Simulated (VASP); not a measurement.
A run of VASP 6.6.1 is set up as follows.

The input INCAR:

```
PREC = Accurate
ENCUT = 520
EDIFF = 1E-6
ISMEAR = 0
SIGMA = 0.1
LREAL = False
LASPH = True
NELM = 100
ALGO = Normal
ISIF = 2
LWAVE = False
LCHARG = False
NBANDS = 12
```

The input KPOINTS:

```
Automatic mesh
0
Gamma
  6 6 6
```

Contents of POSCAR:

```
AsP
1.0
    1.8426322155      1.0638442056      3.3262746275
   -1.8426322155      1.0638442056      3.3262746275
    0.0000000000     -2.1276884113      3.3262746275
P As
1 1
Direct
    0.7725230000      0.7725230000      0.7725230000
    0.2274770000      0.2274770000      0.2274770000
```

Potentials or basis: VASP PAW LDA potentials, release 64 (P, As).

The run is started by

```sh
$ cat potpaw_LDA.64/P/POTCAR potpaw_LDA.64/As/POTCAR > POTCAR
$ mpirun -np 1 vasp_std > vasp.out
```

Predict the band gap on the k mesh.

none (metal or under the smearing width).

Estimate the pressure.

-4.8 GPa.

Predict the largest force.

0.208 eV/Å.

Stress tensor (GPa, compression positive):
```
-5.10  0.00  0.00
 0.00 -5.10  0.00
 0.00  0.00 -4.34
```
